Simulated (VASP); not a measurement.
A cell of GdN (rock salt) near equilibrium:

```xyz
2
Lattice="0.0000 2.4627 2.4627 2.4627 0.0000 2.4627 2.4627 2.4627 0.0000" Properties=species:S:1:pos:R:3 pbc="T T T"
Gd     0.0000     0.0000     0.0000
N      2.4627     2.4627     2.4627
```

Computed with PBEsol GGA, VASP's PBE PAW potentials (set 64) (plane waves; VASP 6.6.1).

The 4f electrons are frozen in the core of the lanthanide potential, so 4f levels, which can set the real gap, and their magnetism are missing.

```
run               ΔE (meV/atom)    σxx    σyy    σzz  largest shear component, with its sign (GPa)  largest force (eV/Å)
----------------  -------------  -----  -----  -----  --------------------------------------------  --------------------
as it is                    0.0  -0.17  -0.17  -0.17                                          0.00                 0.000
after one change           73.9  22.09   6.42  22.09                                          0.00                 0.000
```
Stress is in GPa, positive when the cell is compressed.

Q: What was changed between the two runs?
A) uniaxial strain of +0.5 % along y
B) uniaxial strain of -0.5 % along y
C) biaxial strain of -4.0 % in the xz plane
D) biaxial strain of -3.0 % in the yz plane

A: C, biaxial strain of -4.0 % in the xz plane

The compound is GdN in the rock salt structure.
